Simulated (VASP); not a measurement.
```xyz
6
Lattice="4.6768 0.0000 0.0000 -2.3384 4.0502 0.0000 0.0000 0.0000 7.4794" Properties=species:S:1:pos:R:3 pbc="T T T"
Sm     0.0000     0.0000     3.7397
Sm     0.0000     0.0000     0.0000
Sn     2.3384     1.3501     5.6096
Sn     0.0000     2.7001     1.8699
Au     2.3384     1.3501     1.8699
Au     0.0000     2.7001     5.6096
```

The numbers are results of PBEsol GGA, VASP's PBE PAW potentials (set 64) (plane waves; VASP), not measurements. Numerical set-up: 400 eV cut-off, 9×9×5 Γ-centred mesh, tetrahedra with Blöchl corrections, potentials Sm_3 Sn_d Au.

The 4f electrons are frozen in the core of the lanthanide potential, so 4f levels, which can set the real gap, and their magnetism are missing.  Unless said otherwise, spin-orbit coupling is left out, though it shifts the bands of the heavy elements here.

Question: Tabulate the total density of states (states/eV per cell) against energy (eV; zero at the valence-band maximum or, without a gap, the Fermi level).

Answer: 
```
E (eV) | DOS (states/eV)
    -9.93 |  0.00
    -9.32 | ## 0.77
    -8.82 | ### 1.45
    -8.22 | ############## 6.79
    -7.71 |  0.00
    -7.11 |  0.00
    -6.61 |  0.00
    -6.00 | ## 0.94
    -5.50 | ############ 6.12
    -4.90 | ############################## 15.0
    -4.39 | ################ 7.82
    -3.79 | ##### 2.50
    -3.29 | ### 1.49
    -2.68 | ### 1.55
    -2.08 | ####### 3.69
    -1.58 | ###### 2.90
    -0.97 | ######## 3.78
    -0.47 | ##### 2.63
     0.13 | ###### 3.02
     0.64 | ##### 2.71
     1.24 | ###### 2.80
     1.74 | ###### 3.12
     2.35 | ############ 6.15
     2.85 | ########### 5.37
     3.45 | ####### 3.68
```
Within 2 eV below the Fermi level the largest weight inside VASP's projection spheres is Sn p, then Sm d.

The structure comes from a computed database's SmSnAu entry (P6_3/mmc); how it stands against other phases isn't given here. It was relaxed first, which changed the volume by -6 %.
